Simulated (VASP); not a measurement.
All values below come from PBEsol GGA, VASP's PBE PAW potentials (set 64) (plane waves; VASP).

VASP ran on this input.

**INCAR**
```
EDIFFG = -0.01   # ionic stop
GGA = PS   # PBEsol
LREAL = .FALSE.
SYSTEM = HfC
NELM = 100
LWAVE = .FALSE.
NSW = 60
ISIF = 3   # ions, shape and volume
ISMEAR = 1   # Methfessel-Paxton
ALGO = Normal
IBRION = 2   # conjugate gradients
LMAXMIX = 6
EDIFF = 1E-6   # SCF stop (eV)
PREC = Accurate
SIGMA = 0.1   # width (eV)
ENCUT = 520   # plane-wave cut-off (eV)
LCHARG = .FALSE.
LASPH = .TRUE.   # aspherical one-centre terms
```

### POSCAR
```
HfC
1.0
  0.0000000000   2.7108000000   2.7108000000
  2.7108000000   0.0000000000   2.7108000000
  2.7108000000   2.7108000000   0.0000000000
Hf C
1 1
Direct
  0.0000000000   0.0000000000   0.0000000000
  0.5000000000   0.5000000000   0.5000000000
```

### KPOINTS
```
Automatic mesh
0
Gamma
11 11 11
0 0 0
```

POTCAR, in this order: Hf_pv C (PBE.64 set). Program: vasp_std.

What VASP printed:

**OSZICAR**
```
...
   2 F= -.16759739E+02 E0= -.16759732E+02  d E =0.211883E+01
       N       E                     dE             d eps       ncg     rms          rms(c)
DAV:   1    -0.312333530578E+02   -0.14474E+02   -0.27356E+02  1235   0.172E+02    0.736E+01
DAV:   2    -0.246485442424E+02    0.65848E+01   -0.10927E+01  1238   0.339E+01    0.443E+01
DAV:   3    -0.222002486946E+02    0.24483E+01   -0.83044E+00  1268   0.236E+01    0.177E+01
DAV:   4    -0.221940347531E+02    0.62139E-02   -0.23882E-01  1567   0.410E+00    0.103E+01
DAV:   5    -0.221561900982E+02    0.37845E-01   -0.18211E-01  1295   0.351E+00    0.146E+00
DAV:   6    -0.221539626235E+02    0.22275E-02   -0.93827E-03  1395   0.680E-01    0.195E-01
DAV:   7    -0.221538758495E+02    0.86774E-04   -0.24512E-04  1443   0.132E-01    0.235E-01
DAV:   8    -0.221538693893E+02    0.64602E-05   -0.18970E-05  1456   0.299E-02    0.842E-03
DAV:   9    -0.221538694955E+02   -0.10623E-06   -0.20799E-06  1024   0.102E-02
   3 F= -.22153869E+02 E0= -.22153702E+02  d E =-.327530E+01
       N       E                     dE             d eps       ncg     rms          rms(c)
DAV:   1    -0.222303172028E+02   -0.76448E-01   -0.10539E+00  1235   0.998E+00    0.299E+00
DAV:   2    -0.222037959369E+02    0.26521E-01   -0.33958E-02  1238   0.188E+00    0.158E+00
DAV:   3    -0.221938602197E+02    0.99357E-02   -0.30574E-02  1265   0.159E+00    0.105E+00
DAV:   4    -0.221939419636E+02   -0.81744E-04   -0.45696E-04  1514   0.224E-01    0.127E+00
DAV:   5    -0.221938482679E+02    0.93696E-04   -0.17842E-04  1480   0.106E-01    0.112E-01
DAV:   6    -0.221938276626E+02    0.20605E-04   -0.47822E-05  1403   0.429E-02    0.413E-02
DAV:   7    -0.221938283482E+02   -0.68566E-06   -0.11373E-06   789   0.112E-02
   4 F= -.22193828E+02 E0= -.22193646E+02  d E =-.331526E+01
       N       E                     dE             d eps       ncg     rms          rms(c)
DAV:   1    -0.222207596739E+02   -0.26932E-01   -0.53964E-01  1235   0.720E+00    0.223E+00
DAV:   2    -0.222073280256E+02    0.13432E-01   -0.17475E-02  1238   0.136E+00    0.119E+00
DAV:   3    -0.222022511233E+02    0.50769E-02   -0.15602E-02  1259   0.115E+00    0.769E-01
DAV:   4    -0.222022919760E+02   -0.40853E-04   -0.23703E-04  1514   0.162E-01    0.934E-01
DAV:   5    -0.222022474667E+02    0.44509E-04   -0.93736E-05  1463   0.769E-02    0.660E-02
DAV:   6    -0.222022378196E+02    0.96471E-05   -0.22016E-05  1406   0.298E-02    0.306E-02
DAV:   7    -0.222022382428E+02   -0.42315E-06   -0.57057E-07   670   0.792E-03
   5 F= -.22202238E+02 E0= -.22202091E+02  d E =-.332367E+01
       N       E                     dE             d eps       ncg     rms          rms(c)
DAV:   1    -0.222048047289E+02   -0.25669E-02   -0.13198E-01  1238   0.356E+00    0.112E+00
DAV:   2    -0.222015048203E+02    0.32999E-02   -0.43408E-03  1244   0.679E-01    0.598E-01
DAV:   3    -0.222002482425E+02    0.12566E-02   -0.38608E-03  1259   0.566E-01    0.383E-01
DAV:   4    -0.222002588312E+02   -0.10589E-04   -0.56316E-05  1514   0.795E-02    0.462E-01
DAV:   5    -0.222002411366E+02    0.17695E-04   -0.22404E-05  1480   0.379E-02    0.543E-02
DAV:   6    -0.222002380819E+02    0.30547E-05   -0.51092E-06  1346   0.143E-02    0.167E-02
DAV:   7    -0.222002380935E+02   -0.11648E-07   -0.12384E-07   637   0.369E-03
   6 F= -.22200238E+02 E0= -.22200066E+02  d E =-.332167E+01
       N       E                     dE             d eps       ncg     rms          rms(c)
DAV:   1    -0.222006108304E+02   -0.37275E-03   -0.95663E-04  1238   0.303E-01    0.933E-02
DAV:   2    -0.222005851913E+02    0.25639E-04   -0.33923E-05  1244   0.602E-02    0.494E-02
DAV:   3    -0.222005757197E+02    0.94716E-05   -0.26549E-05  1256   0.468E-02    0.333E-02
DAV:   4    -0.222005757789E+02   -0.59135E-07   -0.32016E-07   769   0.614E-03
   7 F= -.22200576E+02 E0= -.22200406E+02  d E =-.337685E-03
       N       E                     dE             d eps       ncg     rms          rms(c)
DAV:   1    -0.222017018925E+02   -0.11262E-02   -0.86888E-03  1238   0.913E-01    0.285E-01
DAV:   2    -0.222014858103E+02    0.21608E-03   -0.28325E-04  1244   0.173E-01    0.151E-01
DAV:   3    -0.222014046143E+02    0.81196E-04   -0.25265E-04  1259   0.145E-01    0.978E-02
DAV:   4    -0.222014049915E+02   -0.37722E-06   -0.37491E-06  1484   0.204E-02
   8 F= -.22201405E+02 E0= -.22201241E+02  d E =-.116690E-02
       N       E                     dE             d eps       ncg     rms          rms(c)
DAV:   1    -0.222014261571E+02   -0.21543E-04   -0.12219E-05  1277   0.332E-02    0.173E-02
DAV:   2    -0.222014259499E+02    0.20722E-06   -0.11905E-06   655   0.749E-03
   9 F= -.22201426E+02 E0= -.22201261E+02  d E =-.209584E-04
       N       E                     dE             d eps       ncg     rms          rms(c)
DAV:   1    -0.222014884730E+02   -0.62316E-04   -0.66868E-05  1238   0.798E-02    0.283E-02
DAV:   2    -0.222014866046E+02    0.18684E-05   -0.23399E-06  1247   0.156E-02    0.155E-02
DAV:   3    -0.222014860005E+02    0.60412E-06   -0.22790E-06  1247   0.138E-02
  10 F= -.22201486E+02 E0= -.22201322E+02  d E =-.810090E-04
       N       E                     dE             d eps       ncg     rms          rms(c)
DAV:   1    -0.222016083022E+02   -0.12170E-03   -0.28053E-04  1238   0.164E-01    0.586E-02
DAV:   2    -0.222016015376E+02    0.67646E-05   -0.89909E-06  1244   0.310E-02    0.323E-02
DAV:   3    -0.222015991310E+02    0.24067E-05   -0.83341E-06  1289   0.264E-02    0.183E-02
DAV:   4    -0.222015990903E+02    0.40675E-07   -0.12157E-07   634   0.386E-03
  11 F= -.22201599E+02 E0= -.22201436E+02  d E =-.194099E-03
       N       E                     dE             d eps       ncg     rms          rms(c)
DAV:   1    -0.222018358180E+02   -0.23669E-03   -0.11319E-03  1238   0.330E-01    0.103E-01
DAV:   2    -0.222018081638E+02    0.27654E-04   -0.36631E-05  1244   0.623E-02    0.550E-02
DAV:   3    -0.222017979168E+02    0.10247E-04   -0.32523E-05  1259   0.522E-02    0.351E-02
DAV:   4    -0.222017978969E+02    0.19889E-07   -0.44810E-07   841   0.738E-03
  12 F= -.22201798E+02 E0= -.22201637E+02  d E =-.392905E-03
       N       E                     dE             d eps       ncg     rms          rms(c)
DAV:   1    -0.222022379615E+02   -0.44004E-03   -0.45166E-03  1232   0.659E-01    0.207E-01
DAV:   2    -0.222021269986E+02    0.11096E-03   -0.14641E-04  1244   0.125E-01    0.110E-01
DAV:   3    -0.222020853529E+02    0.41646E-04   -0.13018E-04  1259   0.105E-01    0.704E-02
DAV:   4    -0.222020854920E+02   -0.13905E-06   -0.19533E-06  1393   0.148E-02
  13 F= -.22202085E+02 E0= -.22201929E+02  d E =-.680500E-03
       N       E                     dE             d eps       ncg     rms          rms(c)
DAV:   1    -0.222028288096E+02   -0.74346E-03   -0.18089E-02  1232   0.132E+00    0.418E-01
DAV:   2    -0.222023845704E+02    0.44424E-03   -0.58559E-04  1244   0.249E-01    0.223E-01
DAV:   3    -0.222022167000E+02    0.16787E-03   -0.52049E-04  1259   0.209E-01    0.141E-01
DAV:   4    -0.222022176711E+02   -0.97119E-06   -0.78920E-06  1501   0.296E-02
  14 F= -.22202218E+02 E0= -.22202071E+02  d E =-.812680E-03
       N       E                     dE             d eps       ncg     rms          rms(c)
DAV:   1    -0.222023089410E+02   -0.92241E-04   -0.18223E-03  1232   0.420E-01    0.133E-01
DAV:   2    -0.222022596635E+02    0.49278E-04   -0.64616E-05  1244   0.836E-02    0.699E-02
DAV:   3    -0.222022408850E+02    0.18778E-04   -0.54208E-05  1250   0.672E-02    0.473E-02
DAV:   4    -0.222022409469E+02   -0.61862E-07   -0.65146E-07   864   0.887E-03
  15 F= -.22202241E+02 E0= -.22202091E+02  d E =-.835955E-03
```

File OUTCAR:
```
------------------------ aborting loop because EDIFF is reached ----------------------------------------
  FORCE on cell =-STRESS in cart. coord.  units (eV):
  Direction    XX          YY          ZZ          XY          YZ          ZX
  --------------------------------------------------------------------------------------
  Total       -0.0077184     -0.0077184     -0.0077184      0.0000000     -0.0000000     -0.0000000
  in kB       -0.5064815     -0.5064815     -0.5064815      0.0000000     -0.0000000     -0.0000000
  external PRESSURE =      -0.5064815 kB  Pullay stress =       0.0000000 kB
  volume of cell :       24.42
      direct lattice vectors                 reciprocal lattice vectors
     0.000000000  2.302584001  2.302584001    -0.217147344  0.217147344  0.217147344
     2.302584001  0.000000000  2.302584001     0.217147344 -0.217147344  0.217147344
     2.302584001  2.302584001 -0.000000000     0.217147344  0.217147344 -0.217147344
 POSITION                                       TOTAL-FORCE (eV/Angst)
 -----------------------------------------------------------------------------------
      0.00000      0.00000      0.00000        -0.000000      0.000000      0.000000
      2.30258      2.30258      2.30258         0.000000      0.000000     -0.000000
 -----------------------------------------------------------------------------------
    total drift:                               -0.000000      0.000000      0.000000
  FREE ENERGIE OF THE ION-ELECTRON SYSTEM (eV)
  ---------------------------------------------------
  free  energy   TOTEN  =       -22.2022409469 eV

  energy  without entropy=      -22.2017896114  energy(sigma->0) =      -22.20209050

 reached required accuracy - stopping structural energy minimisation
```
(Selected blocks of OUTCAR.)

File CONTCAR:
```
HfC
   1.00000000000000
     0.0000000000000000    2.3025840010575309    2.3025840010575309
     2.3025840010575309    0.0000000000000000    2.3025840010575309
     2.3025840010575309    2.3025840010575309   -0.0000000000000000
  Hf              C
     1     1
Direct
     0.0000000000000000    0.0000000000000000    0.0000000000000000
     0.5000000000000000    0.5000000000000000    0.5000000000000000
```

**OUTCAR**
```
 val. band max:        6.0980535795   @ k =   0.1818   0.1818   0.0000

 cond. band min:       6.1551830813   @ k =   0.4545   0.3636   0.0000


 Fermi energy:         6.1142227546

 k-point     1 :       0.0000    0.0000    0.0000
  band No.  band energies     occupation
      1     -23.3302      2.00000
      2     -23.3302      2.00000
      3     -23.3302      2.00000
      4      -6.4057      2.00000
      5       7.0727     -0.00000
      6       7.0727     -0.00000
      7       7.0727     -0.00000
      8       7.3821     -0.00000
      9       7.3821     -0.00000
     10       7.3821     -0.00000
     11       9.4835      0.00000

 k-point     2 :       0.0909    0.0000    0.0000
  band No.  band energies     occupation
      1     -23.3953      2.00000
      2     -23.3363      2.00000
      3     -23.3363      2.00000
      4      -6.1871      2.00000
      5       5.8029      2.00010
      6       6.1567      0.34823
      7       6.1567      0.34822
      8       7.7613     -0.00000
      9       7.7613     -0.00000
     10       8.1469      0.00000
     11      10.4676      0.00000

 k-point     3 :       0.1818    0.0000    0.0000
  band No.  band energies     occupation
      1     -23.5658      2.00000
      2     -23.3527      2.00000
      3     -23.3527      2.00000
      4      -5.5696      2.00000
      5       4.1664      2.00000
      6       4.9705      2.00000
      7       4.9705      2.00000
      8       8.4111      0.00000
      9       8.4111      0.00000
     10       8.6700      0.00000
     11      12.3001      0.00000

 k-point     4 :       0.2727    0.0000    0.0000
  band No.  band energies     occupation
      1     -23.7805      2.00000
      2     -23.3741      2.00000
      3     -23.3741      2.00000
      4      -4.6549      2.00000
      5       2.5471      2.00000
      6       3.9971      2.00000
      7       3.9971      2.00000
      8       9.2369      0.00000
      9       9.3713      0.00000
...
```

Energy and stress use the plane-wave basis of the starting cell. Unless said otherwise, spin-orbit coupling is left out, though it shifts the bands of the heavy elements here.

The structure was generated: HfC was put into the rock salt type (Fm-3m), which need not be its known phase. This run relaxes it. Symmetry was kept, so distortions that lower it aren't found.
